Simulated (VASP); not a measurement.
Elastic constants (GPa) of a crystal from VASP with r2SCAN meta-GGA, VASP's PBE PAW potentials (set 64):

```tsv
	xx	yy	zz	yz	xz	xy
xx	127.0	21.6	21.6	0.0	0.0	0.0
yy	21.6	127.0	21.6	0.0	0.0	0.0
zz	21.6	21.6	127.0	0.0	0.0	0.0
yz	0.0	0.0	0.0	29.6	0.0	0.0
xz	0.0	0.0	0.0	0.0	29.6	0.0
xy	0.0	0.0	0.0	0.0	0.0	29.6
```

Problem. Work out the Voigt, Reuss and Hill moduli, Young's modulus and Poisson's ratio.

Solution. All eigenvalues are positive (smallest 29.6 GPa), so the crystal is stable. K_V = (C11+C22+C33+2(C12+C13+C23))/9 = (381.0 + 2×64.8)/9 = 56.7 GPa; G_V = (381.0 − 64.8 + 3×88.8)/15 = 38.8 GPa. From the compliances, K_R = 56.7 GPa and G_R = 35.9 GPa. Hill: K = 56.7 GPa, G = 37.4 GPa, E = 9KG/(3K+G) = 91.9 GPa, ν = (3K−2G)/(2(3K+G)) = 0.230. K/G = 1.52, below Pugh's 1.75; universal anisotropy A^U = 0.41.

Problem. With a density of 2.92 g/cm³, what are the mean sound speeds?

Solution. v_l = √((K+4G/3)/ρ) = 6.04 km/s and v_t = √(G/ρ) = 3.58 km/s. The crystal is NaF (rock salt), cubic.

The compound is NaF in the rock salt structure. It was relaxed first.
